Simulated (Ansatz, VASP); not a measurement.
# Cross-check of VF2 (1T-VF2 bilayer, AA) between VASP and Ansatz, part 2 of 2

Aim: how closely do two programs agree when they are given the same cell, functional and k mesh? The structure shown is the start of the Ansatz relaxation below; VASP solves that cell, so the two are compared at the walk's first step.

VASP 6.6.1 and Ansatz 0.2.0.

So far: The structure; Ansatz: relaxation, PBE with D3(BJ), DFT+U.

### Step 3. VASP: single point, PBE with D3(BJ), DFT+U, start cell

Level of this step: PBE with D3(BJ), DFT+U (V d 3 eV), spin-polarised from an antiferromagnetic start; plane waves and PAW (F, V_sv) (VASP).

The same cell, functional, mesh and smearing now go to VASP, with its own data sets.

Lines of VASP's logs that name or quote its potential files are left out, and so is its time.

INCAR reads:

```
SYSTEM = VF2
PREC = Accurate
ENCUT = 520
EDIFF = 1E-06
NELM = 200
ISMEAR = -1
SIGMA = 0.05
LREAL = .FALSE.
ALGO = Normal
GGA = PE
IVDW = 12
NBANDS = 36
ISPIN = 2
MAGMOM = 0.02 0.02 -0.02 -0.02 2.29 -2.29
LDAU = .TRUE.
LDAUTYPE = 2
LDAUL = -1 2
LDAUU = 0 3
LDAUJ = 0 0
LDAUPRINT = 1
LASPH = .TRUE.
LMAXMIX = 4
LORBIT = 11
LWAVE = .FALSE.
LCHARG = .FALSE.
ISIF = 2
LDIPOL = .TRUE.
IDIPOL = 3
DIPOL = 0.5 0.5 0.5
LVHAR = .TRUE.
GGA_COMPAT = .FALSE.
NELMDL = -8
KPAR = 2
```

POSCAR reads:

```
VF2
1.0
    2.8396310000      0.0000000000      0.0000000000
   -1.4198160000      2.4591930000      0.0000000000
    0.0000000000      0.0000000000     46.1794390000
F V
4 2
Direct
    0.6666669014      0.3333333333      0.4179349169
    0.3333334507      0.6666666667      0.4707661997
    0.6666669014      0.3333333333      0.5292337787
    0.3333334507      0.6666666667      0.5820650831
    0.0000000000      0.0000000000      0.4443505691
    0.0000000000      0.0000000000      0.5556494309
```

KPOINTS reads:

```
Automatic mesh
0
Gamma
12 12 1
0 0 0
```

Potentials, in the order of the species: F and V_sv (PBE family, release 64).

Started as:

```sh
$ mpirun -np 2 vasp_std
```

Numbers of over 12 decimals in the logs are rounded to 6 here.

Output:

```text
[banner, memory and clock lines left out]
running    2 mpi-ranks, on    1 nodes
 distrk:  each k-point on    1 cores,    2 groups
 distr:  one band on    1 cores,    1 groups

 POSCAR found type information on POSCAR F V
 POSCAR found :  2 types and       6 ions
 LDA part: xc-table for (Slater+PW92), standard interpolation
 POSCAR, INCAR and KPOINTS ok, starting setup
 FFT: planning ... GRIDC
 FFT: planning ... GRID_SOFT
 FFT: planning ... GRID
 WAVECAR not read
 entering main loop
       N       E                     dE             d eps       ncg     rms          rms(c)
DAV:   1     0.598602915618E+03    0.59860E+03   -0.29286E+04  3560   0.123E+03
DAV:   2     0.247300774808E+02   -0.57387E+03   -0.56257E+03  3560   0.367E+02
DAV:   3    -0.344414602618E+02   -0.59172E+02   -0.58363E+02  3276   0.121E+02
DAV:   4    -0.356756056234E+02   -0.12341E+01   -0.12187E+01  3272   0.184E+01
DAV:   5    -0.356927645063E+02   -0.17159E-01   -0.17121E-01  3236   0.207E+00
DAV:   6    -0.356930461813E+02   -0.28167E-03   -0.28158E-03  3308   0.273E-01
DAV:   7    -0.356930533424E+02   -0.71611E-05   -0.71608E-05  3244   0.397E-02
DAV:   8    -0.356930535348E+02   -0.19238E-06   -0.19225E-06  2480   0.651E-03    0.284E+01
DAV:   9    -0.326032543351E+02    0.30898E+01   -0.38907E+01  3232   0.424E+01    0.197E+01
DAV:  10    -0.348774010333E+02   -0.22741E+01   -0.36889E+00  2944   0.167E+01    0.111E+01
DAV:  11    -0.342589689945E+02    0.61843E+00   -0.23077E+00  3148   0.120E+01    0.640E+00
DAV:  12    -0.341689717216E+02    0.89997E-01   -0.27268E-01  3152   0.383E+00    0.292E+00
DAV:  13    -0.347243411027E+02   -0.55537E+00   -0.25674E-01  3256   0.304E+00    0.976E-01
DAV:  14    -0.350116582441E+02   -0.28732E+00   -0.79086E-02  3208   0.149E+00    0.606E-01
[...]
DAV:  27    -0.355395885333E+02   -0.39630E-03   -0.17391E-06  2720   0.522E-03    0.268E-03
DAV:  28    -0.355399323607E+02   -0.34383E-03   -0.28356E-06  2776   0.465E-03    0.160E-03
DAV:  29    -0.355400486048E+02   -0.11624E-03   -0.53440E-07  2328   0.258E-03    0.984E-04
DAV:  30    -0.355400760660E+02   -0.27461E-04   -0.81231E-08  2328   0.187E-03    0.566E-04
DAV:  31    -0.355400840301E+02   -0.79641E-05   -0.66041E-08  2184   0.150E-03    0.228E-04
DAV:  32    -0.355400889260E+02   -0.48959E-05   -0.33645E-08  2208   0.809E-04    0.253E-04
DAV:  33    -0.355400917811E+02   -0.28551E-05   -0.24335E-08  2144   0.627E-04    0.159E-04
DAV:  34    -0.355400927360E+02   -0.95487E-06   -0.16150E-08  2144   0.662E-04
   1 F= -.36376597E+02 E0= -.36376597E+02  d E =-.290401E-09  mag=     0.0000
```

From OUTCAR (step 3):

```text
ion  position               nearest neighbor table
   1  0.667  0.333  0.418-   5 2.04   5 2.04   5 2.04
   2  0.333  0.667  0.471-   5 2.04   5 2.04   5 2.04
   3  0.667  0.333  0.529-   6 2.04   6 2.04   6 2.04
   4  0.333  0.667  0.582-   6 2.04   6 2.04   6 2.04
   5  0.000  0.000  0.444-   2 2.04   2 2.04   1 2.04   2 2.04   1 2.04   1 2.04
   6  0.000  0.000  0.556-   3 2.04   4 2.04   4 2.04   3 2.04   4 2.04   3 2.04

  LATTYP: Found a hexagonal cell.
 ALAT       =     2.8396310000
 C/A-ratio  =    16.2624788221

 Subroutine GETGRP returns: Found 12 space group operations
 (whereof 12 operations were pure point group operations)

The static configuration has the point symmetry D_3d.

 Found     19 irreducible k-points:

   k-points           NKPTS =     19   k-points in BZ     NKDIM =     19   number of bands    NBANDS=     36

   dimension x,y,z NGX =    24 NGY =   24 NGZ =  350
   dimension x,y,z NGXF=    48 NGYF=   48 NGZF=  700

   ENCUT  =  520.0 eV  38.22 Ry    6.18 a.u.   5.28  5.28 85.86*2*pi/ulx,y,z

   NELECT =      54.0000    total number of electrons

 k-points in reciprocal lattice and weights: Automatic mesh
   0.00000000  0.00000000  0.00000000       0.007
   0.08333333  0.00000000  0.00000000       0.042
   0.16666667  0.00000000  0.00000000       0.042
   0.25000000  0.00000000  0.00000000       0.042
   0.33333333  0.00000000  0.00000000       0.042
   0.41666667  0.00000000  0.00000000       0.042
   0.50000000  0.00000000  0.00000000       0.021
   0.08333333  0.08333333  0.00000000       0.042
   0.16666667  0.08333333  0.00000000       0.083
[...]
0.33333333  0.25000000  0.00000000       0.083
   0.33333333  0.33333333  0.00000000       0.014

atom =   5  type =  2  l = 2

 onsite density matrix

spin component  1

  0.6979  0.0000  0.0000  0.3506  0.0000
  0.0000  0.3316  0.0000 -0.0000  0.3506
  0.0000  0.0000  0.9130  0.0000  0.0000
  0.3506 -0.0000  0.0000  0.3316 -0.0000
  0.0000  0.3506  0.0000 -0.0000  0.6979

spin component  2

  0.0513 -0.0000  0.0000 -0.0374  0.0000
 -0.0000  0.0747 -0.0000 -0.0000 -0.0374
  0.0000 -0.0000  0.0224 -0.0000  0.0000
 -0.0374 -0.0000 -0.0000  0.0747  0.0000
  0.0000 -0.0374  0.0000  0.0000  0.0513

 occupancies and eigenvectors

  o =  0.0224  v =  0.0000  0.0000  0.0000  0.0000  0.0000  0.0000  0.0000 -1.0000  0.0000  0.0000      0.0000  0.0000  0.0000  0.0000  0.0000  0.0000  0.0000  0.0000  0.0000  0.0000
  o =  0.0238  v =  0.0000  0.0000  0.0000  0.0000  0.0000  0.7300  0.2510  0.0000  0.5359  0.3419      0.0000  0.0000  0.0000  0.0000  0.0000  0.0000  0.0000  0.0000  0.0000  0.0000
  o =  0.0238  v =  0.0000  0.0000  0.0000  0.0000  0.0000 -0.3419  0.5359  0.0000 -0.2510  0.7300      0.0000  0.0000  0.0000  0.0000  0.0000  0.0000  0.0000  0.0000  0.0000  0.0000
  o =  0.1022  v =  0.0000  0.0000  0.0000  0.0000  0.0000 -0.5359  0.3419 -0.0000  0.7300 -0.2510      0.0000  0.0000  0.0000  0.0000  0.0000  0.0000  0.0000  0.0000  0.0000  0.0000
  o =  0.1022  v =  0.0000  0.0000  0.0000  0.0000  0.0000  0.2510  0.7300 -0.0000 -0.3419 -0.5359      0.0000  0.0000  0.0000  0.0000  0.0000  0.0000  0.0000  0.0000  0.0000  0.0000
  o =  0.1192  v = -0.4693  0.3628  0.0000  0.7745 -0.2198  0.0000  0.0000  0.0000  0.0000  0.0000      0.0000  0.0000  0.0000  0.0000  0.0000  0.0000  0.0000  0.0000  0.0000  0.0000
  o =  0.1192  v =  0.2198  0.7745  0.0000 -0.3628 -0.4693  0.0000  0.0000  0.0000  0.0000  0.0000      0.0000  0.0000  0.0000  0.0000  0.0000  0.0000  0.0000  0.0000  0.0000  0.0000
  o =  0.9103  v =  0.7745  0.2198 -0.0001  0.4692  0.3628  0.0000  0.0000  0.0000  0.0000  0.0000      0.0000  0.0000  0.0000  0.0000  0.0000  0.0000  0.0000  0.0000  0.0000  0.0000
  o =  0.9103  v = -0.3628  0.4692 -0.0000 -0.2198  0.7745  0.0000  0.0000  0.0000  0.0000  0.0000      0.0000  0.0000  0.0000  0.0000  0.0000  0.0000  0.0000  0.0000  0.0000  0.0000
  o =  0.9130  v = -0.0001 -0.0000 -1.0000 -0.0000 -0.0000  0.0000  0.0000  0.0000  0.0000  0.0000      0.0000  0.0000  0.0000  0.0000  0.0000  0.0000  0.0000  0.0000  0.0000  0.0000

atom =   6  type =  2  l = 2

 onsite density matrix

spin component  1

spin component  2

 occupancies and eigenvectors

[...]
o =  0.0238  v = -0.3419  0.5359  0.0000 -0.2510  0.7300  0.0000  0.0000  0.0000  0.0000  0.0000      0.0000  0.0000  0.0000  0.0000  0.0000  0.0000  0.0000  0.0000  0.0000  0.0000
  o =  0.1022  v = -0.5359  0.3419 -0.0000  0.7300 -0.2510  0.0000  0.0000  0.0000  0.0000  0.0000      0.0000  0.0000  0.0000  0.0000  0.0000  0.0000  0.0000  0.0000  0.0000  0.0000
  o =  0.1022  v =  0.2510  0.7300 -0.0000 -0.3419 -0.5359  0.0000  0.0000  0.0000  0.0000  0.0000      0.0000  0.0000  0.0000  0.0000  0.0000  0.0000  0.0000  0.0000  0.0000  0.0000
  o =  0.1192  v =  0.0000  0.0000  0.0000  0.0000  0.0000 -0.4693  0.3628  0.0000  0.7745 -0.2198      0.0000  0.0000  0.0000  0.0000  0.0000  0.0000  0.0000  0.0000  0.0000  0.0000
  o =  0.1192  v =  0.0000  0.0000  0.0000  0.0000  0.0000  0.2198  0.7745  0.0000 -0.3628 -0.4693      0.0000  0.0000  0.0000  0.0000  0.0000  0.0000  0.0000  0.0000  0.0000  0.0000
  o =  0.9103  v =  0.0000  0.0000  0.0000  0.0000  0.0000  0.7745  0.2198 -0.0001  0.4692  0.3628      0.0000  0.0000  0.0000  0.0000  0.0000  0.0000  0.0000  0.0000  0.0000  0.0000
  o =  0.9103  v =  0.0000  0.0000  0.0000  0.0000  0.0000 -0.3628  0.4692 -0.0000 -0.2198  0.7745      0.0000  0.0000  0.0000  0.0000  0.0000  0.0000  0.0000  0.0000  0.0000  0.0000
  o =  0.9130  v =  0.0000  0.0000  0.0000  0.0000  0.0000 -0.0001 -0.0000 -1.0000 -0.0000 -0.0000      0.0000  0.0000  0.0000  0.0000  0.0000  0.0000  0.0000  0.0000  0.0000  0.0000

 dipolmoment           0.000000      0.000000      0.000006 electrons x Angstroem

 average (electrostatic) potential at core
       1 -84.4288       2 -84.4284       3 -84.4283       4 -84.4286       5 -82.5585
       6 -82.5583

 E-fermi :  -1.9770

 spin component 1
 k-point     1 :       0.0000    0.0000    0.0000
  band No.  band energies     occupation
    ...
     23      -8.5947      1.00000
     24      -8.5947      1.00000
     25      -4.4971      1.00000
     26      -4.4795      1.00000
     27      -4.4795      1.00000
     28      -0.5860      0.00000
     29      -0.1460      0.00000
     30       0.2610      0.00000
     31       0.2610      0.00000
     32       0.8749      0.00000
    ...

 k-point     2 :       0.0833    0.0000    0.0000
  band No.  band energies     occupation
    ...
     23      -8.7326      1.00000
     24      -8.6372      1.00000
     25      -4.5683      1.00000
     26      -4.4253      1.00000
     27      -4.3942      1.00000
     28      -0.3476      0.00000
     29      -0.0201      0.00000
     30       0.1893      0.00000
     31       0.2956      0.00000
     32       0.7517      0.00000
    ...

 k-point     3 :       0.1667    0.0000    0.0000
  band No.  band energies     occupation
    ...
     23      -8.8528      1.00000
     24      -8.7468      1.00000
     25      -4.7868      1.00000
     26      -4.2309      1.00000
     27      -4.1597      1.00000
     28      -0.0766      0.00000
     29       0.0504      0.00000
     30       0.3910      0.00000
     31       0.5244      0.00000
     32       0.6683      0.00000
    ...

 k-point     4 :       0.2500    0.0000    0.0000
  band No.  band energies     occupation
    ...
     23      -8.9297      1.00000
     24      -8.8783      1.00000
     25      -5.0637      1.00000
     26      -3.9250      1.00000
     27      -3.8293      1.00000
     28      -0.2689      0.00000
     29       0.0259      0.00000
     30       0.5230      0.00000
     31       0.9542      0.00000
     32       1.2945      0.00000
    ...

 k-point     5 :       0.3333    0.0000    0.0000
  band No.  band energies     occupation
    ...
     23      -9.0926      1.00000
     24      -8.9840      1.00000
     25      -5.3200      1.00000
     26      -3.5521      1.00000
     27      -3.4794      1.00000
     28      -0.6308      0.00000
     29       0.2180      0.00000
     30       0.6586      0.00000
     31       1.4712      0.00000
     32       1.6391      0.00000
    ...

 k-point     6 :       0.4167    0.0000    0.0000
  band No.  band energies     occupation
    ...
     23      -9.1779      1.00000
     24      -9.0428      1.00000
     25      -5.4974      1.00000
     26      -3.2191      1.00000
     27      -3.2065      1.00000
     28      -0.8827      0.00000
     29       0.4233      0.00000
     30       0.7621      0.00000
     31       1.7353      0.00000
     32       2.1007      0.00000
    ...

 Edisp (eV)   -0.83650

  Total      12.83004    12.83004     1.16640    -0.00000     0.00000     0.00000
  in kB      63.74342    63.74344     5.79503    -0.00001     0.00000     0.00000
  external pressure =       44.43 kB  Pullay stress =        0.00 kB

  energy-cutoff  :      520.00
  volume of cell :      322.48
      direct lattice vectors                 reciprocal lattice vectors
     2.839631000  0.000000000  0.000000000     0.352158432  0.203318803  0.000000000
    -1.419816000  2.459193000  0.000000000     0.000000000  0.406637462  0.000000000
     0.000000000  0.000000000 46.179439000     0.000000000  0.000000000  0.021654659

 POSITION                                       TOTAL-FORCE (eV/Angst)
 -----------------------------------------------------------------------------------
      1.41982      0.81973     19.30000        -0.000000     -0.000000     -0.336107
     -0.00000      1.63946     21.73972        -0.000000      0.000000      0.317896
      1.41982      0.81973     24.43972         0.000000     -0.000000     -0.317896
     -0.00000      1.63946     26.87944        -0.000000      0.000000      0.336107
      0.00000      0.00000     20.51986         0.000000     -0.000000      0.063281
      0.00000      0.00000     25.65958        -0.000000     -0.000000     -0.063281
 -----------------------------------------------------------------------------------
    total drift:                               -0.003522     -0.000000      0.002558

  FREE ENERGIE OF THE ION-ELECTRON SYSTEM (eV)
  ---------------------------------------------------
  free  energy   TOTEN  =       -36.3765968560 eV

  energy  without entropy=      -36.3765968557  energy(sigma->0) =      -36.37659686

 vacuum level on the upper side and lower side of the slab         2.221         2.221

 total charge
# of ion       s       p       d       tot
------------------------------------------
    1        1.738   4.387   0.000   6.126
    2        1.739   4.388   0.000   6.127
    3        1.739   4.388   0.000   6.127
    4        1.738   4.387   0.000   6.126
    5        2.165   6.160   3.219  11.544
    6        2.165   6.160   3.219  11.544
--------------------------------------------------
tot         11.284  29.871   6.438  47.593

 magnetization (x)
# of ion       s       p       d       tot
------------------------------------------
    1       -0.000   0.034   0.000   0.034
    2       -0.000   0.034   0.000   0.034
    3        0.000  -0.034   0.000  -0.034
    4        0.000  -0.034   0.000  -0.034
    5        0.015   0.017   2.686   2.717
    6       -0.015  -0.017  -2.686  -2.717
--------------------------------------------------
tot          0.000   0.000   0.000   0.000

[... 6 further parts left out ...]
```

The magnetic state follows from one typed start and may not be the lowest.

### Step 4. Comparison

Known differences besides the potentials themselves: VASP starts from the moments at which Ansatz ended; U acts on the PAW sphere in VASP and on atomic orbitals in Ansatz, so only states and trends compare; Ansatz cuts the interaction across the vacuum, VASP repeats the sheet with a dipole correction; the cutoff is 420 eV in Ansatz and 520 eV in VASP. Total energies have different zeros and are not compared.

Forces (eV/Å; atoms numbered as in POSCAR):

| atom | Ansatz x, y, z | VASP x, y, z |
| --- | --- | --- |
| F1 | 0.000, 0.000, -0.126 | 0.000, 0.000, -0.336 |
| F2 | 0.000, 0.000, 0.109 | 0.000, 0.000, 0.318 |
| F3 | 0.000, 0.000, -0.109 | 0.000, 0.000, -0.318 |
| F4 | 0.000, 0.000, 0.126 | 0.000, 0.000, 0.336 |
| V5 | 0.000, 0.000, 0.066 | 0.000, 0.000, 0.063 |
| V6 | 0.000, 0.000, -0.066 | 0.000, 0.000, -0.063 |

The forces differ by 99 meV/Å r.m.s., which is 63.5 % of the r.m.s. force of 0.156 eV/Å (both taken over all components). Moments aren't recorded for both runs of this pair, so they may hold unlike magnetic states. With vacuum in the cell, a pressure given here is an average over mostly empty space and none of the material.

### Step 5. What came out

* r.m.s. force difference (single point, PBE with D3(BJ), DFT+U, start cell): 99 meV/Å

What this shows: The r.m.s. force difference is 99 meV/Å (single point, PBE with D3(BJ), DFT+U, start cell). What causes the difference of the single point, PBE with D3(BJ), DFT+U, start cell pair stays open here. 1 further run of this series is not shown here. How closely two codes agree says nothing of how well the functional describes the real material.

[Lines on the potential files, build, host, timing and source positions are cut from VASP's logs without a mark.]

[Logs are printed without paths, hosts, clocks, repeated set-up lines and the standing remarks that a program may print on its own settings, such as how far it seeks lower states.]

[Hosts, paths, dates, database ids (printed as entryN), source tags and the programs' standing remarks are cut or masked in the printed files.]
